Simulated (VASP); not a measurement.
Energy against volume of CoGa (CsCl type). Computed with vdW-DF2, VASP's PBE PAW potentials (set 64) (plane waves; VASP).

```json
[
 {"V (Å³/atom)": "12.074", "E (eV/atom)": "-1.48520"},
 {"V (Å³/atom)": "12.460", "E (eV/atom)": "-1.50244"},
 {"V (Å³/atom)": "12.845", "E (eV/atom)": "-1.50781"},
 {"V (Å³/atom)": "13.230", "E (eV/atom)": "-1.50364"},
 {"V (Å³/atom)": "13.616", "E (eV/atom)": "-1.49135"}
]
```

Problem. Fit a third-order Birch-Murnaghan equation of state.

Solution. 
```yaml
volume_per_atom: 12.86 Å³/atom
bulk_modulus: 133 GPa
pressure_derivative_of_the_bulk_modulus: 5.44
lattice_constant_a: 2.951 Å
```

The compound is CoGa in the CsCl type structure. It was relaxed first, which changed the volume by +8 %. The run is not spin-polarised, so no magnetic state was tried.
